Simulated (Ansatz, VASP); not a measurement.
# TiB2: VASP beside Ansatz

Aim: how closely do two programs agree when they are given the same cell, functional and k mesh? The structure shown is the end of the Ansatz relaxation below.

Calculated with Ansatz 0.2.0; plane waves, with VASP 6.6.1 beside it; single point at PBEsol.

## Step 1: Starting point

Symmetry: P6/mmm, No. 191, hexagonal system. The conventional cell has a = 2.927 Å, b = 2.927 Å, c = 3.230 Å, α = 90.00°, β = 90.00°, γ = 120.00°. Nearest to B lie 3 B at 1.69 Å and 6 Ti at 2.34 Å. Nearest to Ti lie 12 B at 2.34 Å. Farther neighbours are not listed.

## Step 2: Ansatz: relaxation, PBEsol

Ansatz runs on its PAW soft_1 files.

This run makes the geometry at which the two programs are then compared.

input.yaml

```yaml
crystal:
  lattice:
    - [2.9269710079, 0.0, 0.0]
    - [-1.463485504, 2.5348312489, 0.0]
    - [0.0, 0.0, 3.2142455018]
  atoms:
    - { symbol: B, position: [0.3333333333, 0.6666666667, 0.5] }
    - { symbol: B, position: [0.6666666667, 0.3333333333, 0.5] }
    - { symbol: Ti, position: [0.0, 0.0, 0.0] }
kpoints:
  mp_grid: { grid: [15, 15, 16] }
hamiltonian:
  xc: pbesol
  pseudopotentials: { kind: paw, azcp: { folder: soft_1 }, xc_functional: pbe }
scf:
  occupations: { method: methfessel_paxton, width: 0.2 }
output:
  forces: true
  stress: true
  eigenvalues: true
relax:
  adjacent_minimum: "off"
  f_tol: 0.001
  max_steps: 60
  cell: { stress_tol: 0.01, fix: [a, b, gamma] }
```

Started as:

```sh
> ansatz run input.yaml --threads 4 --pin off --max-ram 10240MiB --backend cpu --events-out ev --progress --plain --runs-dir out
```

Numbers of over 12 decimals in the logs are rounded to 6 here.

Log:

```text
Engine: ansatz 0.2.0, x86_64-unknown-linux-gnu
Pseudopotentials: kind: paw
Pseudopotential: B, paw, valence charge 3, recommended cutoff 420 eV (normal), soft_1/B.paw.azcp
Pseudopotential: Ti, paw, valence charge 12, recommended cutoff 420 eV (normal), soft_1/Ti.paw.azcp
Functional definition: PBEsol
  exchange = pbesol_x
  correlation = pbesol_c
Crystal: 3 atoms, lattice volume = 23.848 Å³
Basis set: ecut = 420 eV, 455 PW (Γ), exchange–correlation on 40×40×48 points (8 copies of the dense FFT grid, shifted against one another)
Bands: 13, of which v1, the nominal top of the filled ones, is band 9 counted from 1 (8 counted from 0)
Symmetry: 24 space group operations
Space group: P6/mmm (ITA 191), of the structure as read, at distance tolerance 2.9e-5 Å
k-points: 243 of 3600
Non-local potential: B, projectors of the file, l = 0: 2, l = 1: 2, l = 2: 1
Non-local potential: Ti, projectors of the file, l = 0: 3, l = 1: 2, l = 2: 3, l = 3: 1
PAW form: soft (Blöchl's): semilocal exchange-correlation on the pseudo side does not see the compensation charge
PAW frozen core: B, regenerated for the run's functional, and the local potential with it (the file was generated under x = pbe(κ = 0.804, μ = 0.219515), c = pbe(β = 0.066725))
PAW frozen core: Ti, regenerated for the run's functional, and the local potential with it (the file was generated under x = pbe(κ = 0.804, μ = 0.219515), c = pbe(β = 0.066725))
PAW one-centre angular grid: B, 110 points (default); XC on 64 Gauss nodes
PAW one-centre angular grid: Ti, 590 points (default); XC on 64 Gauss nodes
Initial density: superposition of atomic densities (chi_scale 0.1, normalization cell, long waves kept (reshape's long-wave potential 0.00 eV rms))
Initial wavefunctions: pseudopotential atomic-orbital guess
Functional: x = pbesol(κ = 0.804, μ = 0.123457), c = pbesol(β = 0.046)
SCF iter   1: F=—  HF=-2783.903325 eV  |F-HF|=—  |Δ(HF+E_count)|=         —  Δρ=1.19e-1  dr2=5.29e0  ethr=3.10e-3  ⟨swp⟩=4.5  Hψ=15086  notcnv=0
preconditioner: auto → none  [metal: Δε(μ)=0.081 eV  Ē_g=9.992 eV  σ=0.200 eV  W_gap=0.33  n_scr=8 (ndim 8)  ℏωp=24.0 eV  f_vac=0.000  D(μ)=0.35/eV (n_scr^D=0)  sad-step TF]
SCF iter   2: F=—  HF=-2783.194488 eV  |F-HF|=—  |Δ(HF+E_count)|=   7.09e-1  S|Δr|=    0.00e0  Δρ=8.08e-2  dr2=2.63e0  ethr=3.10e-3  ⟨swp⟩=2.0  Hψ=6038  notcnv=0
SCF iter   3: F=—  HF=-2782.524947 eV  |F-HF|=—  |Δ(HF+E_count)|=   6.70e-1  S|Δr|=    0.00e0  Δρ=9.42e-3  dr2=2.32e-2  ethr=3.10e-3  ⟨swp⟩=3.8  Hψ=7061  notcnv=0
SCF iter   4: F=—  HF=-2782.523042 eV  |F-HF|=—  |Δ(HF+E_count)|=   1.90e-3  S|Δr|=    0.00e0  Δρ=1.22e-3  dr2=4.40e-4  ethr=1.29e-4  ⟨swp⟩=2.1  Hψ=5937  notcnv=0
SCF iter   5: F=—  HF=-2782.523050 eV  |F-HF|=—  |Δ(HF+E_count)|=   7.79e-6  S|Δr|=    0.00e0  Δρ=3.74e-4  dr2=5.25e-5  ethr=2.45e-6  ⟨swp⟩=2.1  Hψ=4246  notcnv=0
SCF iter   6: F=—  HF=-2782.523047 eV  |F-HF|=—  |Δ(HF+E_count)|=   2.55e-6  S|Δr|=    0.00e0  Δρ=9.77e-5  dr2=2.59e-6  ethr=2.92e-7  ⟨swp⟩=2.3  Hψ=4533  notcnv=0
SCF iter   7: F=-2782.523047 eV  HF=-2782.523047 eV  |F-HF|=1.30e-8  |Δ(HF+E_count)|=   5.88e-7  S|Δr|=    0.00e0  Δρ=6.78e-6  dr2=1.59e-8  ethr=5.56e-10  ⟨swp⟩=2.9  Hψ=11889  notcnv=0
SCF 1 converged in 7 iterations: F = -2782.523047 eV  dr2 = 1.59e-8
  greatest PAW one-centre occupation: 0.998 electrons in one spin orbital (limit 2), on the Ti atom at site 2 (counted from 0), in its partial waves of l = 0
relax step   1: F+E_penalty+E_count = -2782.52304677 eV  Δ(F+E_penalty+E_count) = +0.000e0 eV  max|allowed force component| = 1.850e-16 eV/Å  Δτ_max = 0.0000 Å  P = +16.992 GPa  Ω = 23.848 Å³  fix = [a, b, gamma]  reactions: a +24.200, b +24.200 GPa  (7 SCF iters, dr2 threshold 1.00e-7 eV, accepted)
[...]
relax step   2: F+E_penalty+E_count = -2782.52386096 eV  Δ(F+E_penalty+E_count) = -8.142e-4 eV  max|allowed force component| = 1.049e-16 eV/Å  Δτ_max = 0.0000 Å  P = +15.827 GPa  Ω = 23.949 Å³  energy of the carried Pulay correction = -1.049e-4 eV  fix = [a, b, gamma]  reactions: a +23.566, b +23.566 GPa  (3 SCF iters, dr2 threshold 3.00e-7 eV, accepted)
[...]
relax step   3: F+E_penalty+E_count = -2782.52386202 eV  Δ(F+E_penalty+E_count) = -1.060e-6 eV  max|allowed force component| = 1.789e-16 eV/Å  Δτ_max = 0.0000 Å  P = +15.645 GPa  Ω = 23.965 Å³  energy of the carried Pulay correction = -1.213e-4 eV  fix = [a, b, gamma]  reactions: a +23.465, b +23.465 GPa  (3 SCF iters, dr2 threshold 3.00e-7 eV, accepted)
[...]
relax step   4: F+E_penalty+E_count = -2782.52399644 eV  Δ(F+E_penalty+E_count) = -1.344e-4 eV  max|allowed force component| = 1.912e-16 eV/Å  Δτ_max = 0.0000 Å  P = +15.648 GPa  Ω = 23.965 Å³  fix = [a, b, gamma]  reactions: a +23.466, b +23.466 GPa  stress off target by 1.11e-2 GPa on what of the cell is left free  SCF on the basis re-selected at this cell (its energy is not comparable with the rows above)  (4 SCF iters)
[...]
relax step   5: F+E_penalty+E_count = -2782.52399594 eV  Δ(F+E_penalty+E_count) = +4.968e-7 eV  max|allowed force component| = 2.405e-16 eV/Å  Δτ_max = 0.0000 Å  P = +15.642 GPa  Ω = 23.965 Å³  energy of the carried Pulay correction = -5.145e-7 eV  fix = [a, b, gamma]  reactions: a +23.463, b +23.463 GPa  (3 SCF iters, dr2 threshold 3.07e-10 eV, accepted)
[...]
relax step   6: F+E_penalty+E_count = -2782.52399594 eV  Δ(F+E_penalty+E_count) = -9.095e-13 eV  max|allowed force component| = 2.405e-16 eV/Å  Δτ_max = 0.0000 Å  P = +15.642 GPa  Ω = 23.965 Å³  fix = [a, b, gamma]  reactions: a +23.463, b +23.463 GPa  stress off target by 9.52e-5 GPa on what of the cell is left free  SCF on the basis re-selected at this cell (its energy is not comparable with the rows above)  (3 SCF iters)
basis re-selected at this cell: Δ(F+E_penalty+E_count) = -9.095e-13 eV, ΔP = +0.000 GPa vs the last step (what re-selecting the basis moved, of the pressure what is left beyond the Pulay correction that the steps carried, after the strain that the cell walked since its last selection, with what the two solves' SCF thresholds leave and, on support functions, any second-order correction that the steps lacked; it is no  [...]
SCF converged after 3 iterations
Stability not checked: this state was not tested for a lower state beside it, because cold or Methfessel-Paxton smearing, or corrected tetrahedra, fill the levels in a way that the test cannot read (fill_not_monotonic; see scf.lower_state_search)
Free energy (F): -2782.523996 eV
Harris-Foulkes:  -2782.523996 eV  (|F-HF|=9.09e-13)
Internal energy: -2782.524148 eV  (E = F + TS)
E sigma→0 (E₀):  -2782.524034 eV
Entropy (-TS):   0.000152 eV (0.051 meV/atom)
Fermi energy:    16.171753 eV
--- Per-component energies (eV) ---
  E_band       = -75.840321
  E_kinetic    = 389.325596
  E_local      = -801.755476  (includes V_loc(G=0)·N_el)
  E_nonlocal   = 77.702682
  E_hartree    = 333.101847
  E_xc         = -185.291170
  E_vxc        = -228.355892  (∫ρ·V_xc dr)
  E_paw        = -1167.683301  (= ΣΔE_a)
  E_vpaw       = -178.960861  (= ΣTr[D̂ρ^β])
  E_aug_tail   = -0.000076  (compensation charges beyond the density's cutoff)
  E_ewald      = -1428.093057
  E_core_change = 0.168806  (= ΣΔE_core)
  E_smearing   = 0.000152  (= −TS)
  E_closure    = -0.000000  (closes the sum)
  Σ components = -2782.523996   (vs F -2782.523996, Δ=0.00e0)
--- Forces (eV/Å), atoms counted from 1 ---
  atom   1  B     -0.00000000     0.00000000     0.00000000
  atom   2  B      0.00000000    -0.00000000    -0.00000000
  atom   3  Ti     0.00000000     0.00000000     0.00000000
  max |Σ_I F_I| component: 5.26e-31 eV/Å
--- Stress (GPa, compression-positive) ---
       23.462846       0.000000       0.000000
       -0.000000      23.462846      -0.000000
        0.000000      -0.000000       0.000095
  P = ⅓ Tr σ = 15.6419 GPa (156.419 kbar)
--- Band table (eV; the first three rows and the last of 243) ---
  k-point 0: bands = [... 5 lower, 13.3924, 13.6212, 13.6212, 13.7061, 18.2162, 18.2162, 19.9112, 19.9112]
  k-point 1: bands = [... 5 lower, 12.7350, 13.6627, 13.6627, 14.3176, 18.0852, 18.0852, 19.8180, 19.8180]
  k-point 2: bands = [... 5 lower, 11.9137, 13.7866, 13.7866, 15.0089, 17.7600, 17.7600, 19.5502, 19.5502]
  k-point 242: bands = [... 5 lower, 7.3301, 10.0796, 12.9244, 12.9244, 18.7379, 20.7309, 20.7309, 21.1046]
--- Relaxed structure (4 steps of the walk, 4 accepted, 2 SCFs on fresh bases) ---
  F+E_penalty+E_count = -2782.52399594 eV   max|allowed force component| = 2.405e-16 eV/Å   (the final SCF, on the basis selected at the relaxed cell)
  cell:  # Å, volume = 23.9650 Å³
    - [2.926971, 2.8867545124837417e-11, 0.0]
    - [-1.463486, 2.534831, 0.0]
    - [0.0, 0.0, 3.230058]
  atoms:
    - { symbol: B, position: [0.333333, 0.666667, 0.500000] }
    - { symbol: B, position: [0.666667, 0.333333, 0.500000] }
    - { symbol: Ti, position: [0, 0, 0.0] }
```

## Step 3: VASP: single point, PBEsol, pair 1

The same cell, functional, mesh and smearing now go to VASP, with its own data sets.

Lines of VASP's logs that name or quote its potential files are left out, and so is its time.

INCAR

```
SYSTEM = TiB2
PREC = Accurate
ENCUT = 500
EDIFF = 1E-06
NELM = 120
ISMEAR = 1
SIGMA = 0.2
LREAL = .FALSE.
ALGO = Normal
GGA = PS
NBANDS = 15
LASPH = .TRUE.
LORBIT = 11
LWAVE = .FALSE.
LCHARG = .FALSE.
ISIF = 2
GGA_COMPAT = .FALSE.
KPAR = 2
```

POSCAR

```
TiB2
1.0
    2.9269710079      0.0000000000      0.0000000000
   -1.4634855040      2.5348312489      0.0000000000
    0.0000000000      0.0000000000      3.2300584109
B Ti
2 1
Direct
    0.3333333333      0.6666666667      0.5000000000
    0.6666666667      0.3333333333      0.5000000000
    0.0000000000      0.0000000000      0.0000000000
```

KPOINTS

```
Automatic mesh
0
Gamma
15 15 16
0 0 0
```

Potentials, in the order of the species: B and Ti_sv (PBE family, release 64).

Started as:

```sh
> mpirun -np 2 vasp_std
```

Log:

```text
[banner, memory and clock lines left out]
running    2 mpi-ranks, on    1 nodes
 distrk:  each k-point on    1 cores,    2 groups
 distr:  one band on    1 cores,    1 groups

 POSCAR found type information on POSCAR B Ti
 POSCAR found :  2 types and       3 ions
|                                                                             |
|               ----> ADVICE to this user running VASP <----                  |
|                                                                             |
|     You enforced a specific xc type in the INCAR file but a different       |
|     [... a line on the potential file left out ...]
|     I HOPE YOU KNOW WHAT YOU ARE DOING!                                     |
|                                                                             |

 LDA part: xc-table for (Slater+PW92), standard interpolation
 POSCAR, INCAR and KPOINTS ok, starting setup
 FFT: planning ... GRIDC
 FFT: planning ... GRID_SOFT
 FFT: planning ... GRID
 WAVECAR not read
 entering main loop
       N       E                     dE             d eps       ncg     rms          rms(c)
DAV:   1     0.120918789297E+03    0.12092E+03   -0.89280E+03  7305   0.135E+03
DAV:   2    -0.236368277162E+02   -0.14456E+03   -0.13953E+03  7689   0.357E+02
DAV:   3    -0.308949939993E+02   -0.72582E+01   -0.71702E+01 10450   0.782E+01
DAV:   4    -0.310978593440E+02   -0.20287E+00   -0.20275E+00  8816   0.115E+01
DAV:   5    -0.311036353718E+02   -0.57760E-02   -0.57759E-02 10751   0.161E+00    0.185E+01
DAV:   6    -0.256577329656E+02    0.54459E+01   -0.21239E+01 10051   0.542E+01    0.419E+00
DAV:   7    -0.256779969812E+02   -0.20264E-01   -0.11683E+00  7675   0.123E+01    0.386E+00
DAV:   8    -0.256831303682E+02   -0.51334E-02   -0.88808E-02 11630   0.252E+00    0.752E-01
DAV:   9    -0.256825986311E+02    0.53174E-03   -0.26443E-02  9004   0.223E+00    0.203E-01
DAV:  10    -0.256824663353E+02    0.13230E-03   -0.39143E-03  9685   0.836E-01    0.144E-01
DAV:  11    -0.256823046286E+02    0.16171E-03   -0.36177E-04  9134   0.215E-01    0.584E-02
DAV:  12    -0.256822945712E+02    0.10057E-04   -0.47486E-05 10136   0.787E-02    0.142E-02
DAV:  13    -0.256822946722E+02   -0.10101E-06   -0.28110E-06  8523   0.177E-02
   1 F= -.25682295E+02 E0= -.25682344E+02  d E =0.147933E-03
```

OUTCAR, selected parts (step 3):

```text
ion  position               nearest neighbor table
   1  0.333  0.667  0.500-   2 1.69   2 1.69   2 1.69   3 2.34   3 2.34   3 2.34   3 2.34   3 2.34
                             3 2.34
   2  0.667  0.333  0.500-   1 1.69   1 1.69   1 1.69   3 2.34   3 2.34   3 2.34   3 2.34   3 2.34
                             3 2.34
   3  0.000  0.000  0.000-   1 2.34   2 2.34   1 2.34   2 2.34   1 2.34   1 2.34   2 2.34   2 2.34
                             2 2.34   2 2.34   1 2.34   1 2.34

  LATTYP: Found a hexagonal cell.
 ALAT       =     2.9269710079
 C/A-ratio  =     1.1035498480

 Subroutine GETGRP returns: Found 24 space group operations
 (whereof 24 operations were pure point group operations)

The static configuration has the point symmetry D_6h.

 Found    243 irreducible k-points:

   k-points           NKPTS =    243   k-points in BZ     NKDIM =    243   number of bands    NBANDS=     15

   dimension x,y,z NGX =    24 NGY =   24 NGZ =   24
   dimension x,y,z NGXF=    48 NGYF=   48 NGZF=   48

   ENCUT  =  500.0 eV  36.75 Ry    6.06 a.u.   5.34  5.34  5.89*2*pi/ulx,y,z

   NELECT =      18.0000    total number of electrons

 k-points in reciprocal lattice and weights: Automatic mesh
   0.00000000  0.00000000  0.00000000       0.000
   0.06666667 -0.00000000  0.00000000       0.002
   0.13333333 -0.00000000  0.00000000       0.002
   0.20000000 -0.00000000  0.00000000       0.002
   0.26666667 -0.00000000  0.00000000       0.002
   0.33333333 -0.00000000  0.00000000       0.002
   0.40000000 -0.00000000  0.00000000       0.002
   0.46666667 -0.00000000  0.00000000       0.002
   0.06666667  0.06666667  0.00000000       0.002
[...]
0.33333333  0.26666667  0.50000000       0.003
   0.33333333  0.33333333  0.50000000       0.001

 average (electrostatic) potential at core
       1 -21.4689       2 -21.4689       3 -69.8212

 E-fermi :  10.7045

 k-point     1 :       0.0000    0.0000    0.0000
  band No.  band energies     occupation
    ...
      5      -3.2319      2.00000
      6       7.9307      2.00000
      7       8.1647      2.00000
      8       8.1647      2.00000
      9       8.2429      2.00000
     10      12.7401     -0.00000
     11      12.7401     -0.00000
     12      14.4458     -0.00000
     13      14.4458     -0.00000
     14      17.0212      0.00000
    ...

 k-point     2 :       0.0667   -0.0000    0.0000
  band No.  band energies     occupation
    ...
      5      -3.1403      2.00000
      6       7.8583      2.00000
      7       7.9053      2.00000
      8       8.1493      2.00000
      9       8.3035      2.00000
     10      12.7092     -0.00000
     11      12.8916     -0.00000
     12      14.0901     -0.00000
     13      14.1575     -0.00000
     14      17.3656      0.00000
    ...

 k-point     3 :       0.1333   -0.0000    0.0000
  band No.  band energies     occupation
    ...
      5      -2.8697      2.00000
      6       7.2063      2.00000
      7       7.6772      2.00000
      8       8.0933      2.00000
      9       8.4594      2.00000
     10      12.6232     -0.00000
     11      13.2892     -0.00000
     12      13.4426     -0.00000
     13      13.7051     -0.00000
     14      17.9339      0.00000
    ...

  Total        3.5892910      3.5892910      0.0581681     -0.0000000     -0.0000000      0.0000000
  in kB      239.9614067    239.9614067      3.8888207     -0.0000000     -0.0000000      0.0000000
  external PRESSURE =     161.2705447 kB  Pullay stress =       0.0000000 kB

  energy-cutoff  :      500.00
  volume of cell :       23.97
      direct lattice vectors                 reciprocal lattice vectors
     2.926971008  0.000000000  0.000000000     0.341650121  0.197251790  0.000000000
    -1.463485504  2.534831249  0.000000000     0.000000000  0.394503579  0.000000000
     0.000000000  0.000000000  3.230058411     0.000000000  0.000000000  0.309591925

 POSITION                                       TOTAL-FORCE (eV/Angst)
 -----------------------------------------------------------------------------------
     -0.00000      1.68989      1.61503         0.000000     -0.000000     -0.000000
      1.46349      0.84494      1.61503        -0.000000     -0.000000      0.000000
      0.00000      0.00000      0.00000         0.000000      0.000000      0.000000
 -----------------------------------------------------------------------------------
    total drift:                               -0.000000      0.000000      0.000000

  FREE ENERGIE OF THE ION-ELECTRON SYSTEM (eV)
  ---------------------------------------------------
  free  energy   TOTEN  =       -25.6822946722 eV

  energy  without entropy=      -25.6824426057  energy(sigma->0) =      -25.68234398

 total charge
# of ion       s       p       d       tot
------------------------------------------
    1        0.710   1.409   0.000   2.118
    2        0.710   1.409   0.000   2.118
    3        2.193   6.241   2.107  10.542
--------------------------------------------------
tot          3.612   9.059   2.107  14.779

[... 3 further parts left out ...]
```

The run ends at a pressure of 16.13 GPa.

## Step 4: Side by side

Known differences besides the potentials themselves: the cutoff is 420 eV in Ansatz and 500 eV in VASP; Ansatz makes its cores anew for this functional, VASP keeps those of its PBE data sets; Ansatz's pressure holds a Pulay correction, VASP's none. Total energies have different zeros and are not compared.

The two programs side by side:

| quantity | Ansatz | VASP | difference |
| --- | --- | --- | --- |
| pressure (GPa) | 15.64 | 16.13 | -0.49 |

## Step 5: Ansatz: relaxation, PBEsol

This run makes the geometry at which the two programs are then compared. The cell compared in this pair holds 24.58 Å³, against 23.97 Å³ for the pair before.

The structure compared here is the end of the Ansatz relaxation.

input.yaml, the sections that differ from step 2:

```yaml
crystal:
  lattice:
    - [3.0267575315, 0.0, 0.0]
    - [-1.5133787657, 2.6212489134, 0.0]
    - [0.0, 0.0, 3.0885839453]
  atoms:
    - { symbol: B, position: [0.3333333333, 0.6666666667, 0.5] }
    - { symbol: B, position: [0.6666666667, 0.3333333333, 0.5] }
    - { symbol: Ti, position: [0.0, 0.0, 0.0] }
relax:
  adjacent_minimum: "off"
  f_tol: 0.001
  max_steps: 60
  cell: { stress_tol: 0.01, fix: [c, angles] }
# kpoints, hamiltonian, scf, output: as in step 2
```

Started as:

```sh
> ansatz run input.yaml --threads 4 --pin off --max-ram 10240MiB --backend cpu --events-out ev --progress --plain --runs-dir out
```

Log:

```text
[...]
--- Relaxed structure (3 steps of the walk, 3 accepted, 1 SCFs on fresh bases) ---
[...]
cell:  # Å, volume = 24.5848 Å³
    - [3.031717, -2.8914761605808982e-11, 0.0]
    - [-1.515858, 2.625544, 0.0]
    - [0.0, 0.0, 3.0885839453]
  atoms:
    - { symbol: B, position: [0.333333, 0.666667, 0.5] }
    - { symbol: B, position: [0.666667, 0.333333, 0.5] }
    - { symbol: Ti, position: [0, 0, 0.0] }
[key lines of the parts left out:]
SCF converged after 4 iterations
Free energy (F): -2782.596204 eV
Fermi energy:    15.699435 eV
P = ⅓ Tr σ = 4.7298 GPa (47.298 kbar)
```

(Part 1 of 2 ends here.)

[Lines on the potential files, build, host, timing and source positions are cut from VASP's logs without a mark.]

[Logs are printed without paths, hosts, clocks, repeated set-up lines and the standing remarks that a program may print on its own settings, such as how far it seeks lower states.]

[Hosts, paths, dates, database ids (printed as entryN), source tags and the programs' standing remarks are cut or masked in the printed files.]
